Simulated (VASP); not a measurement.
Consider the following.

```
CELL_PARAMETERS angstrom
     -0.06274     5.87266     5.96341
      5.87266    -0.06274     5.96341
      2.90496     2.90496     0.00000
ATOMIC_POSITIONS crystal
  Sn 0.98714 0.98714 0.02571
  Sn 0.13786 0.13786 0.22429
  Ge 0.99258 0.51478 0.99264
  Ge 0.13242 0.61022 0.25736
  Ge 0.51478 0.99258 0.99264
  Ge 0.61022 0.13242 0.25736
  Ge 0.49997 0.49997 0.00006
  Ge 0.62503 0.62503 0.24994
```

All values below come from PBEsol GGA, VASP's PBE PAW potentials (set 64) (plane waves; VASP). Settings: 400 eV cut-off, Gaussian smearing of 0.050 eV, potentials Sn_d Ge_d.

Unless said otherwise, spin-orbit coupling is left out, though it shifts the bands of the heavy elements here.

Task: What does the run give for the band gap (along the path) with the smallest direct gap where there is one?

Result: 
```json
{
 "band gap (along the path)": "none (metal, semimetal or under 0.01 eV)"
}
```

The absolute energy has meaning only against runs of the same code, potentials and settings.

The structure was generated: Sn2Ge6 was put into an ordered model structure (Cmcm), which need not be its known phase. It was relaxed first.
